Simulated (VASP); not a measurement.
Calculation: LDA (Ceperley-Alder, Perdew-Zunger), VASP's LDA PAW potentials (set 64) (plane waves; VASP 6.6.1).

Input for VASP

POSCAR:
```
Sc
1
    1.6160316531    -2.7990488495     0.0000000000
    1.6160316531     2.7990488495    -0.0000000000
    0.0000000000    -0.0000000000     4.9760196017
Sc
2
Direct
  0.3333330000   0.6666670000   0.2500000000
  0.6666670000   0.3333330000   0.7500000000
```

### INCAR
```
LREAL = .FALSE.   # projection in real space or not
LWAVE = .FALSE.
LMAXMIX = 4   # l cut-off of mixed one-centre charges
LCHARG = .FALSE.
SYSTEM = Sc
SIGMA = 0.1   # width (eV)
PREC = Accurate
ENCUT = 500   # plane-wave cut-off (eV)
ISMEAR = 1
EDIFFG = -0.02   # ionic stop
NELM = 100
LASPH = .TRUE.
PSTRESS = 50
NSW = 40
ISIF = 3   # ions, shape and volume
EDIFF = 1E-6   # SCF stop (eV)
IBRION = 2   # conjugate gradients
ALGO = Normal   # blocked Davidson
```

**KPOINTS**
```
Regular mesh
0
Gamma
  13 13 8
0 0 0
```

POTCAR, in this order: Sc_sv (LDA.64 set). Program: vasp_std.

Output of the run:

OSZICAR:
```
       N       E                     dE             d eps       ncg     rms          rms(c)
DAV:   1     0.384530918771E+03    0.38453E+03   -0.10776E+04  3158   0.158E+03
DAV:   2     0.870801244941E+01   -0.37582E+03   -0.37080E+03  4421   0.690E+02
DAV:   3    -0.143642151527E+02   -0.23072E+02   -0.22494E+02  5339   0.210E+02
DAV:   4    -0.147310081304E+02   -0.36679E+00   -0.36258E+00  4906   0.220E+01
DAV:   5    -0.147373012167E+02   -0.62931E-02   -0.62834E-02  5236   0.325E+00    0.833E+00
DAV:   6    -0.136197724312E+02    0.11175E+01   -0.25378E+00  3955   0.221E+01    0.251E+00
DAV:   7    -0.134628926595E+02    0.15688E+00   -0.59526E-01  4144   0.969E+00    0.731E-01
DAV:   8    -0.134493317587E+02    0.13561E-01   -0.23470E-02  4315   0.244E+00    0.203E-01
DAV:   9    -0.134486093426E+02    0.72242E-03   -0.46033E-03  4326   0.874E-01    0.186E-02
DAV:  10    -0.134486309601E+02   -0.21617E-04   -0.80413E-05  5255   0.149E-01    0.500E-03
DAV:  11    -0.134486319687E+02   -0.10085E-05   -0.11192E-06  3045   0.169E-02    0.113E-03
DAV:  12    -0.134486319662E+02    0.24788E-08   -0.20890E-07  2296   0.121E-02
   1 F= -.12043776E+02 E0= -.12043717E+02  d E =-.120438E+02
       N       E                     dE             d eps       ncg     rms          rms(c)
DAV:   1    -0.154699503039E+02   -0.20213E+01   -0.63718E+01  3150   0.129E+02    0.111E+01
DAV:   2    -0.135908254512E+02    0.18791E+01   -0.53275E+00  4645   0.372E+01    0.329E+00
DAV:   3    -0.133588726717E+02    0.23195E+00   -0.92514E-01  3953   0.141E+01    0.172E+00
DAV:   4    -0.133518898690E+02    0.69828E-02   -0.27916E-02  4306   0.250E+00    0.281E-01
DAV:   5    -0.133510333421E+02    0.85653E-03   -0.50576E-03  4752   0.110E+00    0.326E-02
DAV:   6    -0.133510352837E+02   -0.19416E-05   -0.13424E-04  5116   0.201E-01    0.104E-02
DAV:   7    -0.133510357105E+02   -0.42681E-06   -0.44644E-06  4165   0.319E-02
   2 F= -.12083395E+02 E0= -.12083670E+02  d E =-.396192E-01
       N       E                     dE             d eps       ncg     rms          rms(c)
DAV:   1    -0.136084462276E+02   -0.25741E+00   -0.63597E+00  3164   0.415E+01    0.329E+00
DAV:   2    -0.134220175419E+02    0.18643E+00   -0.58493E-01  4709   0.126E+01    0.952E-01
DAV:   3    -0.134031245210E+02    0.18893E-01   -0.82782E-02  3997   0.412E+00    0.437E-01
DAV:   4    -0.134025298051E+02    0.59472E-03   -0.33066E-03  4439   0.846E-01    0.678E-02
DAV:   5    -0.134024564063E+02    0.73399E-04   -0.57048E-04  4702   0.373E-01    0.133E-02
DAV:   6    -0.134024556413E+02    0.76495E-06   -0.17992E-05  5258   0.768E-02    0.252E-03
DAV:   7    -0.134024556519E+02   -0.10556E-07   -0.49330E-07  1974   0.140E-02
   3 F= -.12093826E+02 E0= -.12093933E+02  d E =-.500500E-01
```

File OUTCAR:
```
------------------------ aborting loop because EDIFF is reached ----------------------------------------
  FORCE on cell =-STRESS in cart. coord.  units (eV):
  Direction    XX          YY          ZZ          XY          YZ          ZX
  --------------------------------------------------------------------------------------
  Total        1.3220767      1.3220766      1.2747722      0.0000000      0.0000000      0.0000000
  in kB       50.5137788     50.5137759     48.7063715      0.0000000      0.0000000      0.0000000
  external PRESSURE =      -0.0886913 kB  Pullay stress =      50.0000000 kB
  volume of cell :       41.93
      direct lattice vectors                 reciprocal lattice vectors
     1.578422783 -2.733908377  0.000000000     0.316771910 -0.182888353 -0.000000000
     1.578422783  2.733908377  0.000000000     0.316771910  0.182888353  0.000000000
     0.000000000 -0.000000000  4.858699982    -0.000000000 -0.000000000  0.205816371
 POSITION                                       TOTAL-FORCE (eV/Angst)
 -----------------------------------------------------------------------------------
      1.57842      0.91130      1.21467        -0.000000     -0.000000      0.000000
      1.57842     -0.91130      3.64402         0.000000      0.000000      0.000000
 -----------------------------------------------------------------------------------
    total drift:                                0.000097      0.000650     -0.000016
  FREE ENERGIE OF THE ION-ELECTRON SYSTEM (eV)
  ---------------------------------------------------
  free  energy   TOTEN  =       -13.4024556519 eV

  energy  without entropy=      -13.4027765900  energy(sigma->0) =      -13.40256263
  enthalpy is  TOTEN    =       -12.0938258786 eV   P V=        1.3086297733

 reached required accuracy - stopping structural energy minimisation
```
(Selected blocks of OUTCAR.)

File CONTCAR:
```
Sc
   1.00000000000000
     1.5784227825567156   -2.7339083767332211    0.0000000000000000
     1.5784227825567156    2.7339083767332211    0.0000000000000000
     0.0000000000000000   -0.0000000000000000    4.8586999824956871
  Sc
     2
Direct
     0.3333330000000032    0.6666669999999968    0.2500000000000000
     0.6666669999999968    0.3333330000000032    0.7500000000000000
```

Energy and stress use the plane-wave basis of the starting cell.

The compound is Sc in the hcp structure. This run relaxes it under an external pressure of 5 GPa. Symmetry was kept, so distortions that lower it aren't found.
